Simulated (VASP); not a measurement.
Energy against volume of Tm (hcp). Level of theory: TPSS meta-GGA, VASP's PBE PAW potentials (set 64) (plane waves; VASP). Run with 520 eV cut-off, 12×12×7 Γ-centred mesh, first-order Methfessel-Paxton smearing of 0.10 eV, potentials Tm_3.

The 4f electrons are frozen in the core of the lanthanide potential, so 4f levels, which can set the real gap, and their magnetism are missing.

Shape and ions are relaxed at each volume.

```
V (Å³/atom)  E (eV/atom)
-----------  -----------
27.778          -7.03779
28.665          -7.05233
29.551          -7.05799
30.438          -7.05573
```

**Question.** Fit these four points and predict the energy of the run at 31.324 Å³/atom.

**Answer.** A cubic in V^(−2/3), the third-order Birch-Murnaghan form, passes through the four points with V0 = 29.73 Å³/atom and B0 = 47 GPa, and gives -7.0464 eV/atom there. The run gave -7.0465 eV/atom, -0.1 meV/atom from the fit; all five points give B0 = 47 GPa.

The compound is Tm in the hcp structure. It was relaxed first.
